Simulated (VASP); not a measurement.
SnO, 4 atoms in the cell. The structure is tetragonal, space group P4/nmm (No. 129). Conventional cell: a = 3.835 Å, b = 3.835 Å, c = 4.728 Å, α = 90.00°, β = 90.00°, γ = 90.00°. Sn (site symmetry 4mm) is surrounded by 4 O at 2.24 Å. Around O (site symmetry -4m2) lie 4 Sn at 2.24 Å. 

| Property | Result |
| --- | --- |
| Program | VASP 6.6.1 |
| Task | band structure |
| Functional | PBE |
| Dispersion | D3(BJ) |
| Potentials or basis | VASP PAW PBE potentials, release 64 (Sn_d, O) |
| Cutoff | 520 eV |
| k mesh | 4 × 4 × 4 |
| Occupations | gaussian, width 0.03 eV |
| Spin | no spin polarisation |
| Grid for exact exchange (PRECFOCK) | Fast |
| Further INCAR settings | ALGO = Normal; EDIFF = 1e-07; NBANDS = 28 |

Potentials or basis: VASP PAW PBE potentials, release 64 (Sn_d, O).

Command:

```sh
$ cat potpaw_PBE.64/Sn_d/POTCAR potpaw_PBE.64/O/POTCAR > POTCAR
$ mpirun -np 4 vasp_std > vasp.out
```

Hardware: 4 MPI ranks on Intel(R) Xeon(R) Platinum 8559C (Emerald Rapids), with other jobs on the host.

How long does it take, and how much memory?

It took 13 s on 4 MPI ranks on Intel(R) Xeon(R) Platinum 8559C (Emerald Rapids) (shared host), peak memory 0.2 GiB a rank. Counts: scf iterations 24, k points 18.
